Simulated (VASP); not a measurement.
# A VASP study of SiMo3 (r2SCAN + rVV10): structure first, properties next, part 3 of 8

Wanted: the relaxed cell of SiMo3 and its properties. The start is a cell from a database of measured crystal structures.

VASP 6.6.1; r2SCAN with rVV10; plane waves and PAW (Si, Mo_sv).

So far. Step 2 (Relaxing cell and atoms (r2SCAN + rVV10)): It ends with forces that vanish by symmetry and a pressure of -0.02 GPa. The volume lies -0.6 % from that of the database's start, which holds the thermal and zero-point expansion of its experiment. Step 3 (Density, ELF and potential (r2SCAN + rVV10)): In this run the pressure is -0.02 GPa, small enough to go on. The relaxed cell has a = 4.879 Å (conventional setting).

**4. Band structure (r2SCAN + rVV10)**

The mesh alone shows little of the dispersion and can miss band extrema, so KPOINTS_OPT adds a path through the symmetry points after the self-consistent cycle.

INCAR

```
SYSTEM = SiMo3
PREC = Accurate
ENCUT = 400
EDIFF = 1E-06
NELM = 100
ISMEAR = 1
SIGMA = 0.2
LREAL = .FALSE.
ALGO = Normal
METAGGA = R2SCAN
LUSE_VDW = .TRUE.
IVDW_NL = 2
BPARAM = 11.95
CPARAM = 0.0093
LASPH = .TRUE.
NBANDS = 69
LORBIT = 11
LWAVE = .FALSE.
LCHARG = .FALSE.
KPAR = 4
```

POSCAR

```
SiMo3
1.0
    4.8791986956      0.0000000000      0.0000000000
    0.0000000000      4.8791986956      0.0000000000
    0.0000000000      0.0000000000      4.8791986956
Si Mo
2 6
Direct
    0.0000000000      0.0000000000      0.0000000000
    0.5000000000      0.5000000000      0.5000000000
    0.2500000000      0.0000000000      0.5000000000
    0.5000000000      0.7500000000      0.0000000000
    0.7500000000      0.0000000000      0.5000000000
    0.5000000000      0.2500000000      0.0000000000
    0.0000000000      0.5000000000      0.7500000000
    0.0000000000      0.5000000000      0.2500000000
```

KPOINTS

```
Automatic mesh
0
Gamma
6 6 6
0 0 0
```

KPOINTS_OPT

```
Line mode
12
Line-mode
Reciprocal
  0.00000000   0.00000000   0.00000000 GAMMA
  0.00000000   0.50000000   0.00000000 X

  0.00000000   0.50000000   0.00000000 X
  0.50000000   0.50000000   0.00000000 M

  0.50000000   0.50000000   0.00000000 M
  0.00000000   0.00000000   0.00000000 GAMMA

  0.00000000   0.00000000   0.00000000 GAMMA
  0.50000000   0.50000000   0.50000000 R

  0.50000000   0.50000000   0.50000000 R
  0.00000000   0.50000000   0.00000000 X

  0.50000000   0.50000000   0.00000000 M
  0.50000000   0.50000000   0.50000000 R
```

Potentials, in the order of the species: Si and Mo_sv (PBE family, release 64).

Command:

```sh
> mpirun -np 4 vasp_std
```

The log of the run:

```text
[banner, memory and clock lines left out]
running    4 mpi-ranks, on    1 nodes
 distrk:  each k-point on    1 cores,    4 groups
 distr:  one band on    1 cores,    1 groups

 POSCAR found type information on POSCAR SiMo
 POSCAR found :  2 types and       8 ions
 [... a notice as in an earlier step ...]

 [... a notice as in an earlier step ...]

 LDA part: xc-table for (None), standard interpolation
 POSCAR, INCAR and KPOINTS ok, starting setup
 FFT: planning ... GRIDC
 FFT: planning ... GRID_SOFT
 FFT: planning ... GRID
 WAVECAR not read
 entering main loop
       N       E                     dE             d eps       ncg     rms          rms(c)
Total rVV10 correction in eV:      1.5476000    94.7548298
Total rVV10 correction in eV:      1.5476000    94.7548298
Total rVV10 correction in eV:      1.5476000    94.7548298
Total rVV10 correction in eV:      1.5476000    94.7548298
DAV:   1     0.870391301579E+03    0.87039E+03   -0.48502E+04  2776   0.116E+03
DAV:   2    -0.180795568215E+03   -0.10512E+04   -0.10131E+04  3028   0.423E+02
DAV:   3    -0.213356656330E+03   -0.32561E+02   -0.31650E+02  3202   0.761E+01
DAV:   4    -0.213698265307E+03   -0.34161E+00   -0.34041E+00  3072   0.747E+00
DAV:   5    -0.213701367610E+03   -0.31023E-02   -0.31018E-02  3076   0.714E-01    0.524E+01
Total rVV10 correction in eV:      1.4503325    94.7548358
Total rVV10 correction in eV:      1.4503325    94.7548358
Total rVV10 correction in eV:      1.4503325    94.7548358
Total rVV10 correction in eV:      1.4503325    94.7548358
DAV:   6    -0.175079353795E+03    0.38622E+02   -0.20308E+01  2823   0.241E+01    0.864E+00
Total rVV10 correction in eV:      1.4248858    94.7548366
Total rVV10 correction in eV:      1.4248858    94.7548366
Total rVV10 correction in eV:      1.4248858    94.7548366
Total rVV10 correction in eV:      1.4248858    94.7548366
DAV:   7    -0.175138667010E+03   -0.59313E-01   -0.48027E-01  3286   0.299E+00    0.407E+00
Total rVV10 correction in eV:      1.4046666    94.7548367
Total rVV10 correction in eV:      1.4046666    94.7548367
Total rVV10 correction in eV:      1.4046666    94.7548367
Total rVV10 correction in eV:      1.4046666    94.7548367
DAV:   8    -0.175176286495E+03   -0.37619E-01   -0.14756E-01  2903   0.182E+00    0.101E+00
Total rVV10 correction in eV:      1.4058923    94.7548367
Total rVV10 correction in eV:      1.4058923    94.7548367
Total rVV10 correction in eV:      1.4058923    94.7548367
Total rVV10 correction in eV:      1.4058923    94.7548367
DAV:   9    -0.175174587009E+03    0.16995E-02   -0.41588E-03  2987   0.274E-01    0.587E-01
Total rVV10 correction in eV:      1.4068638    94.7548367
Total rVV10 correction in eV:      1.4068638    94.7548367
Total rVV10 correction in eV:      1.4068638    94.7548367
Total rVV10 correction in eV:      1.4068638    94.7548367
DAV:  10    -0.175174788079E+03   -0.20107E-03   -0.12924E-03  2986   0.150E-01    0.225E-01
Total rVV10 correction in eV:      1.4074287    94.7548367
Total rVV10 correction in eV:      1.4074287    94.7548367
Total rVV10 correction in eV:      1.4074287    94.7548367
Total rVV10 correction in eV:      1.4074287    94.7548367
DAV:  11    -0.175175045157E+03   -0.25708E-03   -0.30787E-04  3001   0.879E-02    0.316E-02
Total rVV10 correction in eV:      1.4076054    94.7548367
Total rVV10 correction in eV:      1.4076054    94.7548367
Total rVV10 correction in eV:      1.4076054    94.7548367
Total rVV10 correction in eV:      1.4076054    94.7548367
DAV:  12    -0.175175046179E+03   -0.10223E-05   -0.13022E-05  3023   0.178E-02    0.149E-02
Total rVV10 correction in eV:      1.4075763    94.7548367
Total rVV10 correction in eV:      1.4075763    94.7548367
Total rVV10 correction in eV:      1.4075763    94.7548367
Total rVV10 correction in eV:      1.4075763    94.7548367
DAV:  13    -0.175175044287E+03    0.18917E-05   -0.10223E-06  1759   0.531E-03    0.282E-03
Total rVV10 correction in eV:      1.4075819    94.7548367
Total rVV10 correction in eV:      1.4075819    94.7548367
Total rVV10 correction in eV:      1.4075819    94.7548367
Total rVV10 correction in eV:      1.4075819    94.7548367
DAV:  14    -0.175175044008E+03    0.27896E-06   -0.10048E-07  1605   0.156E-03
Total rVV10 correction in eV:      1.4075796    94.7548367
Total rVV10 correction in eV:      1.4075796    94.7548367
Total rVV10 correction in eV:      1.4075796    94.7548367
Total rVV10 correction in eV:      1.4075796    94.7548367
Total rVV10 correction in eV:      1.4075794    94.7548367
Total rVV10 correction in eV:      1.4075794    94.7548367
Total rVV10 correction in eV:      1.4075794    94.7548367
Total rVV10 correction in eV:      1.4075794    94.7548367
   1 F= -.17517504E+03 E0= -.17517387E+03  d E =-.352169E-02
 Start KPOINTS_OPT (optional k-point list driver)
k-point batch [1-20\72]
       N       E                     dE             ncg
DAV:   1     0.750901189369E+03   -0.22786E+05     2800
DAV:   2    -0.204770284241E+05   -0.21228E+05     3020
DAV:   3    -0.211338378472E+05   -0.65681E+03     3159
DAV:   4    -0.211405040515E+05   -0.66662E+01     3094
DAV:   5    -0.211405722712E+05   -0.68220E-01     3037
DAV:   6    -0.211405737222E+05   -0.14510E-02     3243
DAV:   7    -0.211405737566E+05   -0.34336E-04     2700
DAV:   8    -0.211405737576E+05   -0.98582E-06     2110
[...]
k-point batch [61-72\72]
       N       E                     dE             ncg
DAV:   1     0.156565678159E+05   -0.28155E+05     1688
DAV:   2     0.275148875439E+04   -0.12905E+05     1860
DAV:   3     0.235747450209E+04   -0.39401E+03     1879
DAV:   4     0.235396384150E+04   -0.35107E+01     1856
DAV:   5     0.235393180627E+04   -0.32035E-01     1815
DAV:   6     0.235393126355E+04   -0.54272E-03     1880
DAV:   7     0.235393125138E+04   -0.12162E-04     1630
DAV:   8     0.235393125110E+04   -0.28875E-06     1288
```

Wall time 2.3 min (4 MPI ranks of Intel Xeon Platinum 8488C (Sapphire Rapids), shared host); peak memory 1.4 GiB; 9.2 min of CPU time.

From OUTCAR (step 4):

```text
 Found     20 irreducible k-points:

   k-points           NKPTS =     20   k-points in BZ     NKDIM =     20   number of bands    NBANDS=     69

   NELECT =      92.0000    total number of electrons

 E-fermi :  12.8566

 k-point     1 :       0.0000    0.0000    0.0000
  band No.  band energies     occupation
    ...
     40      10.5228      2.00000
     41      10.5228      2.00000
     42      10.5228      2.00000
     43      11.1732      2.00000
     44      11.1732      2.00000
     45      14.2218     -0.00000
     46      14.2218     -0.00000
     47      14.2218     -0.00000
     48      15.2272     -0.00000
     49      15.3793     -0.00000
    ...

 k-point     3 :       0.3333    0.0000    0.0000
  band No.  band energies     occupation
    ...
     41      10.5964      2.00000
     42      10.5964      2.00000
     43      11.2976      2.00000
     44      11.3721      2.00000
     45      12.6459      2.05963
     46      13.8296     -0.00000
     47      13.8296     -0.00000
     48      14.5745     -0.00000
     49      14.7175     -0.00000
     50      14.7862     -0.00000
    ...

  Total       -0.0196215     -0.0196215     -0.0196215     -0.0000000     -0.0000000      0.0000000
  in kB       -0.2706435     -0.2706435     -0.2706435     -0.0000000     -0.0000000      0.0000000
  external PRESSURE =      -0.2706435 kB  Pullay stress =       0.0000000 kB

 POSITION                                       TOTAL-FORCE (eV/Angst)
 -----------------------------------------------------------------------------------
      0.00000      0.00000      0.00000         0.000000     -0.000000      0.000000
      2.43960      2.43960      2.43960         0.000000     -0.000000      0.000000
      1.21980      0.00000      2.43960        -0.000000     -0.000000     -0.000000
      2.43960      3.65940      0.00000         0.000000      0.000000     -0.000000
      3.65940      0.00000      2.43960         0.000000      0.000000      0.000000
      2.43960      1.21980      0.00000        -0.000000     -0.000000      0.000000
      0.00000      2.43960      3.65940        -0.000000      0.000000     -0.000000
      0.00000      2.43960      1.21980         0.000000     -0.000000      0.000000
 -----------------------------------------------------------------------------------
    total drift:                                0.000000     -0.000000     -0.000000

  FREE ENERGIE OF THE ION-ELECTRON SYSTEM (eV)
  ---------------------------------------------------
  free  energy   TOTEN  =      -175.1750440082 eV

  energy  without entropy=     -175.1715223217  energy(sigma->0) =     -175.17387011

[... 11 parts as in an earlier step ...]

[... 3 further parts left out ...]
```

Spin-orbit coupling is off here; it would split degenerate levels.

This step gave:

- bands: 69
- pressure: -0.02706 GPa

The electronic bands at the labelled points (eV, zero at the Fermi level; # counts the bands kept, so #1 is VASP's band 27):

```tsv
point	#17	#18	#19	#20	#21	#22	#23	#24
Γ	-1.68	-1.68	1.37	1.37	1.37	2.37	2.52	2.52
0.55 of the way	-1.55	-1.42	0.15	1.01	1.01	1.83	2.00	2.19
X	-1.84	-1.84	0.23	0.23	1.01	1.01	1.63	1.63
0.55 of the way	-1.76	-1.50	-0.28	-0.10	0.09	0.27	0.39	0.62
M	-1.18	-0.98	-0.98	-0.88	-0.75	-0.50	-0.17	0.23
0.45 of the way	-1.72	-1.33	-0.40	0.27	0.72	0.89	1.46	1.58
Γ	-1.68	-1.68	1.37	1.37	1.37	2.37	2.52	2.52
0.45 of the way	-1.66	-1.66	-0.33	-0.33	1.13	1.13	1.53	1.67
R	-1.32	-1.32	-1.32	-1.32	-1.32	-1.32	1.34	1.34
0.45 of the way	-1.61	-1.61	-0.99	-0.99	-0.25	-0.25	1.20	1.20
X	-1.84	-1.84	0.23	0.23	1.01	1.01	1.63	1.63
jump to M	-1.18	-0.98	-0.98	-0.88	-0.75	-0.50	-0.17	0.23
0.55 of the way	-1.47	-1.45	-1.12	-1.12	-0.91	-0.73	0.60	1.02
R	-1.32	-1.32	-1.32	-1.32	-1.32	-1.32	1.34	1.34
```

Of the projections kept (Si, Mo), the largest for each band there; the rest of the weight can lie on other orbitals:

```tsv
point	#17	#18	#19	#20	#21	#22	#23	#24
Γ	Mo 1.00	Mo 1.00	Mo 1.00	Mo 1.00	Mo 1.00	Mo 0.51	Mo 1.00	Mo 1.00
X	Mo 0.98	Mo 0.98	Mo 0.98	Mo 0.98	Mo 1.00	Mo 1.00	Mo 1.00	Mo 1.00
M	Mo 1.00	Mo 1.00	Mo 1.00	Mo 0.81	Mo 1.00	Mo 0.90	Mo 1.00	Mo 0.99
Γ	Mo 1.00	Mo 1.00	Mo 1.00	Mo 1.00	Mo 1.00	Mo 0.51	Mo 1.00	Mo 1.00
R	Mo 0.97	Mo 0.97	Mo 0.97	Mo 0.97	Mo 0.97	Mo 0.97	Mo 0.99	Mo 0.99
X	Mo 0.98	Mo 0.98	Mo 0.98	Mo 0.98	Mo 1.00	Mo 1.00	Mo 1.00	Mo 1.00
```

There is no gap at this level.

(Part 3 of 8 ends here.)

[Lines on the potential files, build, host, timing and source positions are cut from VASP's logs without a mark.]

[Logs are printed without paths, hosts, clocks, repeated set-up lines and the standing remarks that a program may print on its own settings, such as how far it seeks lower states.]

[Hosts, paths, dates, database ids (printed as entryN), source tags and the programs' standing remarks are cut or masked in the printed files.]

[A measured line is paired with the nearest computed mode of its activity, which favours agreement.]
